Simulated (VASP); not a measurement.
# A VASP study of SiO2 (Stishovite) (PBE + D3(BJ)): structure first, properties next, part 3 of 4

What structure does SiO2 (Stishovite) take at this level, and what are its properties? The start is a cell from a database of measured crystal structures.

VASP 6.6.1; PBE with D3(BJ); plane waves and PAW (Si, O).

So far, gap on the k-mesh (eV): step 2 (full relaxation (PBE + D3(BJ))) 5.26. The relaxed cell has a = 4.202, c = 2.686 Å (conventional setting).

### Step 6. Density of states (PBE + D3(BJ))

Here the states are counted by energy and projected on the atoms. The mesh is finer than in the run before.

The input, INCAR:

```
SYSTEM = SiO2
PREC = Accurate
ENCUT = 520
EDIFF = 1E-06
NELM = 100
ISMEAR = -5
SIGMA = 0.05
LREAL = .FALSE.
ALGO = Normal
GGA = PE
IVDW = 12
NBANDS = 32
LORBIT = 11
LWAVE = .FALSE.
LCHARG = .FALSE.
KPAR = 4
NEDOS = 2001
```

The input, POSCAR:

```
SiO2
1.0
    4.2020487886      0.0000000000      0.0000000000
    0.0000000000      4.2020487886      0.0000000000
    0.0000000000      0.0000000000      2.6855160013
Si O
2 4
Direct
    0.0000000000      0.0000000000      0.0000000000
    0.5000000000      0.5000000000      0.5000000000
    0.3060211004      0.3060211004      0.0000000000
    0.1939788996      0.8060211004      0.5000000000
    0.6939788996      0.6939788996      0.0000000000
    0.8060211004      0.1939788996      0.5000000000
```

The input, KPOINTS:

```
Automatic mesh
0
Gamma
8 8 12
0 0 0
```

PAW data sets: Si and O (PBE family, release 64).

Run with:

```console
$ mpirun -np 4 vasp_std
```

Log:

```text
[... set-up lines as in an earlier step ...]
 entering main loop
       N       E                     dE             d eps       ncg     rms          rms(c)
DAV:   1     0.116116068304E+03    0.11612E+03   -0.16876E+04  6832   0.960E+02
DAV:   2    -0.453014675672E+02   -0.16142E+03   -0.15516E+03  8208   0.240E+02
DAV:   3    -0.508834715561E+02   -0.55820E+01   -0.55572E+01  8192   0.393E+01
DAV:   4    -0.509085434873E+02   -0.25072E-01   -0.25070E-01  7512   0.305E+00
DAV:   5    -0.509086876412E+02   -0.14415E-03   -0.14415E-03  8104   0.217E-01    0.173E+01
DAV:   6    -0.462470328888E+02    0.46617E+01   -0.84854E+00  6864   0.191E+01    0.781E+00
DAV:   7    -0.462748399923E+02   -0.27807E-01   -0.51321E-01  7944   0.398E+00    0.291E+00
DAV:   8    -0.462892907494E+02   -0.14451E-01   -0.15340E-02  7192   0.101E+00    0.106E+00
DAV:   9    -0.462960583348E+02   -0.67676E-02   -0.79605E-03  7544   0.636E-01    0.275E-01
DAV:  10    -0.462962951230E+02   -0.23679E-03   -0.35557E-04  7784   0.107E-01    0.583E-02
DAV:  11    -0.462963023071E+02   -0.71840E-05   -0.27015E-05  7448   0.404E-02    0.579E-03
DAV:  12    -0.462963031346E+02   -0.82759E-06   -0.31428E-06  7952   0.116E-02
   1 F= -.47712061E+02 E0= -.47712061E+02  d E =0.000000E+00
```

It took 9.4 s on 4 MPI ranks of Intel Xeon 6975P-C (Granite Rapids), shared host; peak memory 0.97 GiB; 36 s of CPU time.

Parts of OUTCAR (step 6):

```text
   k-points           NKPTS =    105   k-points in BZ     NKDIM =    105   number of bands    NBANDS=     32

   NELECT =      32.0000    total number of electrons

 E-fermi :   8.0317

 k-point     2 :       0.1250    0.0000    0.0000
  band No.  band energies     occupation
    ...
     12       4.9312      2.00000
     13       5.5208      2.00000
     14       6.7892      2.00000
     15       7.1066      2.00000
     16       7.8864      2.00000
     17      13.5378      0.00000
     18      14.7407      0.00000
     19      16.3614      0.00000
     20      16.3743      0.00000
     21      19.3478      0.00000
    ...

 Edisp (eV)   -1.41576

  Total      -0.00287    -0.00287    -0.03324    -0.00000     0.00000     0.00000
  in kB      -0.09704    -0.09704    -1.12324    -0.00000     0.00000     0.00000
  external pressure =       -0.44 kB  Pullay stress =        0.00 kB

 POSITION                                       TOTAL-FORCE (eV/Angst)
 -----------------------------------------------------------------------------------
      0.00000      0.00000      0.00000        -0.000000     -0.000000      0.000000
      2.10102      2.10102      1.34276        -0.000000     -0.000000      0.000000
      1.28592      1.28592      0.00000         0.001674      0.001674      0.000000
      0.81511      3.38694      1.34276        -0.001674      0.001674      0.000000
      2.91613      2.91613      0.00000        -0.001674     -0.001674      0.000000
      3.38694      0.81511      1.34276         0.001674     -0.001674      0.000000
 -----------------------------------------------------------------------------------
    total drift:                                0.000000      0.000000     -0.000000

  FREE ENERGIE OF THE ION-ELECTRON SYSTEM (eV)
  ---------------------------------------------------
  free  energy   TOTEN  =       -47.7120610920 eV

  energy  without entropy=      -47.7120610920  energy(sigma->0) =      -47.71206109

[... 10 parts as in an earlier step ...]

[... 6 further parts left out ...]
```

This step gave:

```
irreducible k points : 105
Fermi energy         : 8.032 eV
pressure             : -0.04391 GPa
```

The density of states has structure finer than the step of the table below, so its rows give means over 1 eV, whole bins alone (the curve runs from -12.0 to 12.4 eV). Peaks (eV: height): total -3.5: 4.82, -2.3: 4.02, -1.6: 4.97, 12.3: 3.47; O p -3.5: 3.30, -2.3: 2.84, -1.6: 3.71, 7.7: 0.535; Si s -9.9: 0.450, 7.7: 0.934; Si p -6.4: 0.343, 10.3: 0.703, 11.2: 0.745, 11.9: 0.708; O s -9.1: 0.0735, 7.7: 0.290, 10.3: 0.229, 11.2: 0.188.

States under -12.0 eV and over 12.4 eV are left out. The density of states by energy, zero at the valence-band top; means over each step; values in states/eV/cell:

| energy (eV) | total | O p | Si s | Si p | O s |
| --- | --- | --- | --- | --- | --- |
| -11 | 0.0813 | 0.0323 | 0.0194 | 0.00194 | 0.00500 |
| -10 | 1.39 | 0.577 | 0.318 | 0.0600 | 0.0520 |
| -9 | 1.47 | 0.646 | 0.243 | 0.0973 | 0.0673 |
| -8 | 1.64 | 0.799 | 0.0950 | 0.187 | 0.0534 |
| -7 | 1.92 | 0.985 | 0.0651 | 0.225 | 0.0466 |
| -6 | 2.74 | 1.49 | 0.0625 | 0.300 | 0.0624 |
| -5 | 2.48 | 1.47 | 0.0298 | 0.232 | 0.0424 |
| -4 | 3.44 | 2.26 | 0.0206 | 0.184 | 0.0337 |
| -3 | 2.93 | 2.04 | 0.0103 | 0.0705 | 0.0201 |
| -2 | 3.62 | 2.62 | 0.0140 | 0.0430 | 0.0161 |
| -1 | 2.15 | 1.64 | 0.00158 | 0.0119 | 0.0110 |
| 0 | 0.138 | 0.110 | 4.7e-5 | 3.5e-4 | 5.7e-4 |
| 1 | 0 | 0 | 0 | 0 | 0 |
| 2 | 0 | 0 | 0 | 0 | 0 |
| 3 | 0 | 0 | 0 | 0 | 0 |
| 4 | 0 | 0 | 0 | 0 | 0 |
| 5 | 0.00245 | 1.2e-4 | 0.00101 | 3.4e-6 | 7.6e-4 |
| 6 | 0.131 | 0.0147 | 0.0520 | 0.00233 | 0.0338 |
| 7 | 0.878 | 0.144 | 0.306 | 0.0295 | 0.119 |
| 8 | 2.12 | 0.431 | 0.703 | 0.123 | 0.204 |
| 9 | 1.45 | 0.246 | 0.248 | 0.248 | 0.126 |
| 10 | 1.74 | 0.242 | 0.0916 | 0.460 | 0.156 |
| 11 | 2.29 | 0.308 | 0.0513 | 0.568 | 0.161 |

The gap on this mesh is 5.26 eV. In the top eV of the valence band the largest shares in the PAW spheres are O p 78 %; in the lowest eV of the conduction band, Si s 40 %, O s 27 % and O p 10 %. The rest lies in smaller channels or between the spheres.

### Step 7. Optical spectrum (PBE + D3(BJ))

LOPTICS sums transitions from filled to empty bands. NBANDS is raised for it.

The input, INCAR:

```
SYSTEM = SiO2
PREC = Accurate
ENCUT = 520
EDIFF = 1E-06
NELM = 100
ISMEAR = 0
SIGMA = 0.05
LREAL = .FALSE.
ALGO = Normal
GGA = PE
IVDW = 12
NBANDS = 64
LORBIT = 11
LWAVE = .FALSE.
LCHARG = .FALSE.
KPAR = 4
LOPTICS = .TRUE.
NEDOS = 1500
CSHIFT = 0.1
```

POSCAR is that of step 6.

KPOINTS is that of step 6.

Run with:

```console
$ mpirun -np 4 vasp_std
```

Log:

```text
[... set-up lines as in an earlier step ...]
 entering main loop
       N       E                     dE             d eps       ncg     rms          rms(c)
DAV:   1     0.156121160465E+03    0.15612E+03   -0.13718E+04 13576   0.481E+02
DAV:   2    -0.446956172354E+02   -0.20082E+03   -0.19015E+03 16160   0.169E+02
DAV:   3    -0.508897558726E+02   -0.61941E+01   -0.61315E+01 16032   0.249E+01
DAV:   4    -0.509086322952E+02   -0.18876E-01   -0.18875E-01 15800   0.147E+00
DAV:   5    -0.509086886862E+02   -0.56391E-04   -0.56391E-04 15760   0.781E-02    0.173E+01
DAV:   6    -0.462425102004E+02    0.46662E+01   -0.22930E+00 14944   0.953E+00    0.737E+00
DAV:   7    -0.462771651647E+02   -0.34655E-01   -0.48109E-01 15864   0.234E+00    0.306E+00
DAV:   8    -0.462908727109E+02   -0.13708E-01   -0.16905E-02 15160   0.593E-01    0.919E-01
DAV:   9    -0.462959770328E+02   -0.51043E-02   -0.45125E-03 15656   0.275E-01    0.263E-01
DAV:  10    -0.462963012533E+02   -0.32422E-03   -0.34264E-04 15712   0.640E-02    0.293E-02
DAV:  11    -0.462963022806E+02   -0.10273E-05   -0.73830E-06 16088   0.123E-02    0.888E-03
DAV:  12    -0.462963031701E+02   -0.88952E-06   -0.13759E-06 15264   0.490E-03
   1 F= -.47712061E+02 E0= -.47712061E+02  d E =-.241970E-13
 optical routines
 imaginary and real dielectric function
 recalculating local potential from charge density
 direction            1
 direction            2
 direction            3
```

Elapsed: 19 s, on 4 MPI ranks; peak memory 1.8 GiB; 74 s of CPU time.

Parts of OUTCAR (step 7):

```text
   k-points           NKPTS =    105   k-points in BZ     NKDIM =    105   number of bands    NBANDS=     64

   NELECT =      32.0000    total number of electrons

 E-fermi :   8.2386

 k-point     1 :       0.0000    0.0000    0.0000
  band No.  band energies     occupation
    ...
     12       4.8965      2.00000
     13       5.4843      2.00000
     14       7.1340      2.00000
     15       7.1340      2.00000
     16       8.0087      2.00000
     17      13.2720      0.00000
     18      14.6066      0.00000
     19      16.3288      0.00000
     20      16.3288      0.00000
     21      19.0775      0.00000
    ...

 Edisp (eV)   -1.41576

  Total      -0.01100    -0.01100    -0.04073    -0.00000     0.00000     0.00000
  in kB      -0.37158    -0.37158    -1.37631    -0.00000     0.00000     0.00000
  external pressure =       -0.71 kB  Pullay stress =        0.00 kB

 POSITION                                       TOTAL-FORCE (eV/Angst)
 -----------------------------------------------------------------------------------
      0.00000      0.00000      0.00000        -0.000000      0.000000     -0.000000
      2.10102      2.10102      1.34276        -0.000000      0.000000     -0.000000
      1.28592      1.28592      0.00000         0.001882      0.001882      0.000000
      0.81511      3.38694      1.34276        -0.001882      0.001882      0.000000
      2.91613      2.91613      0.00000        -0.001882     -0.001882     -0.000000
      3.38694      0.81511      1.34276         0.001882     -0.001882     -0.000000
 -----------------------------------------------------------------------------------
    total drift:                                0.000000      0.000000     -0.000000

  FREE ENERGIE OF THE ION-ELECTRON SYSTEM (eV)
  ---------------------------------------------------
  free  energy   TOTEN  =       -47.7120611274 eV

  energy  without entropy=      -47.7120611274  energy(sigma->0) =      -47.71206113

 plasma frequency squared (from intraband transitions) (eV^2)
  --------------------------------------------------------------------------------------
       0.000      -0.000       0.000
      -0.000       0.000       0.000
       0.000       0.000       0.000

[... 9 parts as in an earlier step ...]

[... 7 further parts left out ...]
```

These are independent-particle spectra without excitons or local fields, and fine structure depends on the mesh and on CSHIFT.

Numbers from this step:

```
bands        : 64
Fermi energy : 8.239 eV
pressure     : -0.07065 GPa
```

The imaginary dielectric function has structure finer than the step of the table below, so its rows give means over 1 eV, whole bins alone (the curve runs from 0 to 25.0 eV). Peaks (eV: height): xx 13.8: 6.12, 14.7: 5.63; zz 12.2: 9.30.

Table of imaginary dielectric function by photon energy; means over each step:

| photon energy (eV) | xx | zz |
| --- | --- | --- |
| 1 | 0.00294 | 0.00309 |
| 2 | 0.00622 | 0.00646 |
| 3 | 0.0103 | 0.0105 |
| 4 | 0.0164 | 0.0157 |
| 5 | 0.0287 | 0.0235 |
| 6 | 0.154 | 0.0384 |
| 7 | 0.586 | 0.121 |
| 8 | 0.818 | 0.582 |
| 9 | 1.72 | 1.36 |
| 10 | 2.20 | 2.54 |
| 11 | 2.77 | 4.18 |
| 12 | 4.57 | 8.05 |
| 13 | 4.60 | 6.80 |
| 14 | 5.19 | 5.42 |
| 15 | 5.26 | 4.86 |
| 16 | 5.11 | 4.68 |
| 17 | 4.01 | 4.04 |
| 18 | 3.05 | 3.22 |
| 19 | 2.36 | 2.59 |
| 20 | 2.11 | 1.87 |
| 21 | 1.59 | 1.43 |
| 22 | 1.20 | 1.05 |
| 23 | 1.12 | 0.764 |
| 24 | 1.05 | 0.528 |

Real dielectric function against photon energy:

| photon energy (eV) | xx | zz |
| --- | --- | --- |
| 0 | 3.43 | 3.65 |
| 1 | 3.44 | 3.66 |
| 2 | 3.49 | 3.71 |
| 3 | 3.57 | 3.79 |
| 4 | 3.70 | 3.92 |
| 5 | 3.91 | 4.11 |
| 6 | 4.32 | 4.40 |
| 7 | 4.59 | 4.91 |
| 8 | 4.82 | 5.72 |
| 9 | 5.21 | 5.70 |
| 10 | 4.81 | 6.47 |
| 11 | 5.57 | 7.41 |
| 12 | 4.13 | 5.87 |
| 13 | 3.72 | 0.361 |
| 14 | 1.83 | 1.01 |
| 15 | 1.59 | 1.12 |
| 16 | -0.0919 | -0.631 |
| 17 | -0.565 | -0.600 |
| 18 | -1.06 | -1.03 |
| 19 | -0.760 | -1.46 |
| 20 | -0.736 | -1.25 |
| 21 | -0.984 | -1.20 |
| 22 | -0.671 | -0.811 |
| 23 | -0.274 | -0.743 |
| 24 | -0.230 | -0.374 |

The mean of ε2 over directions passes 5 % of its top at 6.68 eV, against a least direct gap of 5.26 eV on this mesh, so the first direct transitions are weak, forbidden or few.

[end of part 3 of 4]

[Lines on the potential files, build, host, timing and source positions are cut from VASP's logs without a mark.]

[Logs are printed without paths, hosts, clocks, repeated set-up lines and the standing remarks that a program may print on its own settings, such as how far it seeks lower states.]

[Hosts, paths, dates, database ids (printed as entryN), source tags and the programs' standing remarks are cut or masked in the printed files.]

[A measured line is paired with the nearest computed mode of its activity, which favours agreement.]
